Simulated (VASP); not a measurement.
An input for Ansatz (written as the equivalent of a VASP run, and not itself run):

Ansatz 0.2 input:
```yaml
crystal:
  lattice:
    - [0.0000000, 2.4944493, 2.4944493]
    - [2.4944493, 0.0000000, 2.4944493]
    - [2.4944493, 2.4944493, 0.0000000]
  atoms:
    - { symbol: Pb, position: [0.0000000, 0.0000000, 0.0000000] }
kpoints:
  mp_grid: { grid: [12, 12, 12] }
hamiltonian:
  xc: r2scan
  pseudopotentials: { kind: paw }
scf:
  occupations: { method: methfessel_paxton, width: 0.1 }
  max_iter: 100
relax:
  max_steps: 40
  f_tol: 0.01
  cell: { p_target: 1 }
output: { forces: true, stress: true, eigenvalues: true }
```

Question: Translate this input to VASP (INCAR, KPOINTS, POSCAR, choice of POTCAR).

Answer: One answer among several that fit: 
**KPOINTS**
```
Regular mesh
0
Gamma
 12 12 12
0 0 0
```

**INCAR**
```
ALGO=Normal
EDIFF=1E-7
EDIFFG=-0.01
ENCUT=480
IBRION=2
ISIF=3
ISMEAR=1
LASPH=.True.
LCHARG=.False.
LMAXMIX=4
LMIXTAU=.True.
LREAL=.False.
LWAVE=.False.
METAGGA=R2SCAN
NELM=100
NSW=40
PREC=Accurate
PSTRESS=10
SIGMA=0.1
SYSTEM=Pb
```

POSCAR:
```
Pb
1
    0.0000000000     2.4944493293     2.4944493293
    2.4944493293     0.0000000000     2.4944493293
    2.4944493293     2.4944493293    -0.0000000000
Pb
1
Direct
  0.0000000000   0.0000000000   0.0000000000
```

POTCAR, in this order: Pb_d (PBE.64 set). Program: vasp_std.

The two are equivalent in intent, not identical: each code has its own PAW files, so the cut-off isn't converted (ENCUT is set for VASP's; basis.ecutwfc is left out, and Ansatz then takes the one that its files recommend); Ansatz stops its SCF on the density residual and VASP on the energy change (EDIFF).

The compound is Pb in the fcc structure. This run relaxes it under an external pressure of 1 GPa. Symmetry was kept, so distortions that lower it aren't found.
